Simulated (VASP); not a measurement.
```
BeSe
1.0
    0.00000     2.55720     2.55720
    2.55720     0.00000     2.55720
    2.55720     2.55720     0.00000
Be Se
1 1
Direct
  0.00000   0.00000   0.00000
  0.25000   0.25000   0.25000
```

The numbers are results of vdW-DF-cx, VASP's PBE PAW potentials (set 64) (plane waves; VASP 6.6.1), not measurements. Settings: 520 eV cut-off, 9×9×9 Γ-centred mesh, Gaussian smearing of 0.050 eV, potentials Be Se.

### Question
Predict the energy per atom (σ→0), pressure.

### Answer

The energy per atom (σ→0) is -3.463 eV/atom and the pressure is 2.49 GPa.

Total energies compare only between runs with the same potentials, cut-off and functional.

The compound is BeSe in the zinc blende structure. This cell is one point of a volume scan, at 0.97 of the reference volume.
